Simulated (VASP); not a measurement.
OSZICAR of a VASP run on Ta$_{2}$N:

OSZICAR:
```
       N       E                     dE             d eps       ncg     rms          rms(c)
DAV:   1     0.186128411659E+03    0.18613E+03   -0.13732E+04   336   0.111E+03
DAV:   2    -0.274599314245E+02   -0.21359E+03   -0.21107E+03   353   0.320E+02
DAV:   3    -0.376810597979E+02   -0.10221E+02   -0.10062E+02   356   0.706E+01
DAV:   4    -0.380743529583E+02   -0.39329E+00   -0.38896E+00   383   0.110E+01
DAV:   5    -0.380799266450E+02   -0.55737E-02   -0.55639E-02   352   0.132E+00    0.344E+01
DAV:   6    -0.343557858259E+02    0.37241E+01   -0.33796E+01   298   0.374E+01    0.161E+01
DAV:   7    -0.340090694550E+02    0.34672E+00   -0.44620E+00   308   0.129E+01    0.693E+00
DAV:   8    -0.339007148013E+02    0.10835E+00   -0.48616E-01   392   0.531E+00    0.537E-01
DAV:   9    -0.338952360802E+02    0.54787E-02   -0.89571E-02   342   0.177E+00    0.283E-01
DAV:  10    -0.338938713028E+02    0.13648E-02   -0.99563E-03   376   0.733E-01    0.935E-02
DAV:  11    -0.338937606499E+02    0.11065E-03   -0.78077E-04   376   0.188E-01    0.337E-02
DAV:  12    -0.338938540832E+02   -0.93433E-04   -0.47093E-04   328   0.117E-01    0.268E-02
DAV:  13    -0.338938768007E+02   -0.22717E-04   -0.14976E-04   335   0.538E-02    0.157E-02
DAV:  14    -0.338940491512E+02   -0.17235E-03   -0.13431E-04   312   0.403E-02    0.881E-03
DAV:  15    -0.338941360601E+02   -0.86909E-04   -0.13011E-05   360   0.201E-02    0.412E-03
DAV:  16    -0.338942507705E+02   -0.11471E-03   -0.10797E-05   224   0.135E-02    0.281E-03
DAV:  17    -0.338942705753E+02   -0.19805E-04   -0.12343E-06   256   0.559E-03    0.106E-03
DAV:  18    -0.338942840383E+02   -0.13463E-04   -0.10446E-06   224   0.420E-03    0.906E-04
DAV:  19    -0.338942859250E+02   -0.18867E-05   -0.13631E-07   165   0.214E-03    0.313E-04
DAV:  20    -0.338942866795E+02   -0.75448E-06   -0.84997E-08   157   0.135E-03
   1 F= -.33894287E+02 E0= -.33892030E+02  d E =-.451364E-02
```

Q: Which electronic solver shows in the log?

A: It is blocked Davidson (ALGO = Normal, or the opening steps of other solvers). The INCAR had ALGO = Normal.

Q: Can the final energy be trusted as converged?

A: Self-consistency was reached. It stopped with EDIFF = 1E-6, NELM = 100 (LDA (Ceperley-Alder, Perdew-Zunger), plane waves, VASP's LDA PAW potentials (set 64)).  The cell holds a wide vacuum, so values per volume refer to the whole cell.

The cell is a sheet with vacuum, built from a generated structure.
